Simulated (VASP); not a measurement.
Given:

```
InAs
1.0
    0.00000     3.11890     3.11890
    3.11890     0.00000     3.11890
    3.11890     3.11890     0.00000
In As
1 1
Cartesian
  0.00000   0.00000   0.00000
  1.55945   1.55945   1.55945
```

Method: revPBE GGA, VASP's PBE PAW potentials (set 64) (plane waves; VASP). Settings: 520 eV cut-off, Gaussian smearing of 0.050 eV, potentials In_d As.

Task: Give the energies of bands 7 to 12 at the high-symmetry points, in eV from the Fermi level.

Result: 
```
band      Γ      X      U      L      W
----  -----  -----  -----  -----  -----
7     -0.57  -5.43  -5.31  -5.29  -5.31
8      0.00  -2.02  -2.82  -0.85  -2.56
9      0.00  -2.02  -1.69  -0.85  -2.46
10     0.00   1.78   2.19   0.83   3.84
11     3.89   2.09   4.11   4.65   4.33
12     3.89   8.68   6.99   4.65   4.80
```

It has no gap at this level: it comes out as a metal or semimetal.

The compound is InAs in the zinc blende structure. It was relaxed first, which changed the volume by +9 %.
